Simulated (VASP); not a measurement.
Data:

```xyz
2
Lattice="0.0000 2.3052 2.3052 2.3052 0.0000 2.3052 2.3052 2.3052 0.0000" Properties=species:S:1:pos:R:3 pbc="T T T"
Ga     0.0000     0.0000     0.0000
N      1.1526     1.1526     1.1526
```

These are PBE GGA, VASP's PBE PAW potentials (set 64) (plane waves; VASP 6.6.1) values and carry that method's errors. Numerical set-up: 520 eV cut-off, 8×8×8 Γ-centred mesh, Gaussian smearing of 0.050 eV, potentials Ga_d N.

### Question
What does the run give for the energy per atom (σ→0), pressure, band gap (on the k-mesh) with the smallest direct gap where there is one?

### Answer

```
Item                                          Value
-----------------------------------  --------------
band gap (on the k-mesh)                    1.29 eV
smallest direct gap (on the k-mesh)         1.29 eV
energy per atom (σ→0)                -6.067 eV/atom
pressure                                  -6.23 GPa
```

Total energies compare only between runs with the same potentials, cut-off and functional.

The compound is GaN in the zinc blende structure, a metastable form; wurtzite is the usual one. The cell was not relaxed at this level.
